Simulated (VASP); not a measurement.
Input:

```
O2Si
1.0
   -2.63552     4.80059     4.46057
    2.63552    -4.80059     4.46057
    2.63552     4.80059    -4.46057
Si O
4 8
Direct
  0.92959   0.84485   0.08474
  0.07041   0.15515   0.91526
  0.26011   0.84485   0.41526
  0.73989   0.15515   0.58474
  0.13132   0.88132   0.25000
  0.86868   0.11868   0.75000
  0.79255   0.50000   0.79255
  0.20745   0.50000   0.20745
  0.20745   0.00000   0.70745
  0.79255   0.00000   0.29255
  0.00000   0.00000   0.00000
  0.50000   0.00000   0.50000
```

Computed with PBEsol GGA, VASP's PBE PAW potentials (set 64) (plane waves; VASP). Settings: 520 eV cut-off, 6×6×6 Γ-centred mesh, tetrahedra with Blöchl corrections, potentials Si O.

The cores are frozen, which limits the accuracy of field gradients.

Problem. Give the principal components of the electric field gradient (V/Å²) and the asymmetry η at each nucleus.

Solution. 
```csv
atom,Vxx,Vyy,Vzz,η
Si1,-3.9,-3.5,7.4,0.06
Si2,-3.9,-3.5,7.4,0.06
Si3,-3.9,-3.5,7.4,0.06
Si4,-3.9,-3.5,7.4,0.06
O5,-50.1,-42.5,92.6,0.08
O6,-50.1,-42.5,92.6,0.08
O7,-51.7,-40.3,92.0,0.12
O8,-51.7,-40.3,92.0,0.12
O9,-51.7,-40.3,92.0,0.12
O10,-51.7,-40.3,92.0,0.12
O11,-50.3,-49.0,99.2,0.01
O12,-50.3,-49.0,99.2,0.01
```

The structure comes from a computed database's SiO2 entry (Imma); how it stands against other phases isn't given here. It was relaxed first.
